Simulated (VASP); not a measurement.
OSZICAR of a VASP run on SiC (zinc blende):

### OSZICAR
```
       N       E                     dE             d eps       ncg     rms          rms(c)
DAV:   1    -0.110553049317E+01   -0.11055E+01   -0.42975E+03  1200   0.867E+02
DAV:   2    -0.219790951016E+02   -0.20874E+02   -0.20462E+02  1648   0.112E+02
DAV:   3    -0.223273757080E+02   -0.34828E+00   -0.34828E+00  1328   0.174E+01
DAV:   4    -0.223284199388E+02   -0.10442E-02   -0.10442E-02  1808   0.104E+00
DAV:   5    -0.223284203787E+02   -0.43986E-06   -0.43986E-06  1344   0.164E-02    0.921E+00
DAV:   6    -0.191354435086E+02    0.31930E+01   -0.59730E+00  1448   0.155E+01    0.532E+00
DAV:   7    -0.191087974950E+02    0.26646E-01   -0.71945E-01  1584   0.573E+00    0.193E+00
DAV:   8    -0.191037388407E+02    0.50587E-02   -0.37363E-01  1216   0.554E+00    0.147E+00
DAV:   9    -0.193111794486E+02   -0.20744E+00   -0.56019E-02  1208   0.264E+00    0.556E-01
DAV:  10    -0.193157548615E+02   -0.45754E-02   -0.66804E-03  1416   0.907E-01    0.282E-01
DAV:  11    -0.193283110360E+02   -0.12556E-01   -0.55670E-03  1216   0.893E-01    0.467E-02
DAV:  12    -0.193264090421E+02    0.19020E-02   -0.20320E-03  1216   0.446E-01    0.864E-02
DAV:  13    -0.193268888344E+02   -0.47979E-03   -0.36322E-04  1224   0.145E-01    0.524E-02
DAV:  14    -0.193270564746E+02   -0.16764E-03   -0.10283E-04  1304   0.116E-01    0.776E-03
DAV:  15    -0.193270792752E+02   -0.22801E-04   -0.28544E-06  1720   0.207E-02    0.599E-03
DAV:  16    -0.193270743562E+02    0.49190E-05   -0.23434E-07  1360   0.497E-03    0.391E-03
DAV:  17    -0.193270686566E+02    0.56995E-05   -0.13057E-06  1176   0.811E-03    0.345E-03
DAV:  18    -0.193270639643E+02    0.46923E-05   -0.65190E-08   632   0.329E-03    0.766E-04
DAV:  19    -0.193270647723E+02   -0.80794E-06   -0.10646E-08   600   0.111E-03    0.388E-04
DAV:  20    -0.193270641997E+02    0.57254E-06   -0.33064E-09   624   0.606E-04    0.205E-04
DAV:  21    -0.193270645000E+02   -0.30029E-06   -0.16511E-09   600   0.514E-04    0.368E-05
DAV:  22    -0.193270644345E+02    0.65517E-07   -0.35697E-10   600   0.186E-04
   1 F= -.19327064E+02 E0= -.19327064E+02  d E =0.000000E+00
       N       E                     dE             ncg
```

Which electronic solver shows in the log?

It is blocked Davidson (ALGO = Normal, or the opening steps of other solvers). The INCAR had ALGO = Normal.

Can the final energy be trusted as converged?

The calculation finished and met its thresholds. It stopped with EDIFF = 1E-7, NELM = 100 (r2SCAN meta-GGA, plane waves, VASP's PBE PAW potentials (set 64)).

The compound is SiC in the zinc blende structure. It was relaxed first.
